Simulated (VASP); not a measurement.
Ag:

```
Ag
1.0
     0.00000    2.04275    2.04275
     2.04275    0.00000    2.04275
     2.04275    2.04275    0.00000
Ag
1
Direct
  0.00000 0.00000 0.00000
```

Base run:

- Program: VASP 6.6.1
- Functional: PBE
- Potentials or basis: VASP PAW PBE potentials, release 64 (Ag)
- Cutoff: 600 eV
- k mesh: 12 × 12 × 12
- Occupations: gaussian, width 0.1 eV
- Spin: no spin polarisation

Its results: band gap on the k mesh none (metal or under the smearing width); pressure 4.7 GPa.

Task: After a change of settings the same cell gave: band gap on the k mesh none (metal or under the smearing width); pressure 5.4 GPa. Which change was it?
A. cutoff from 600 eV to 350 eV
B. cutoff from 600 eV to 520 eV; k mesh from 12 × 12 × 12 to 6 × 6 × 6
C. cutoff from 600 eV to 520 eV; k mesh from 12 × 12 × 12 to 14 × 14 × 14

Result: B.

Caveats: some runs use coarse meshes.

Not every run made on this cell is shown here.
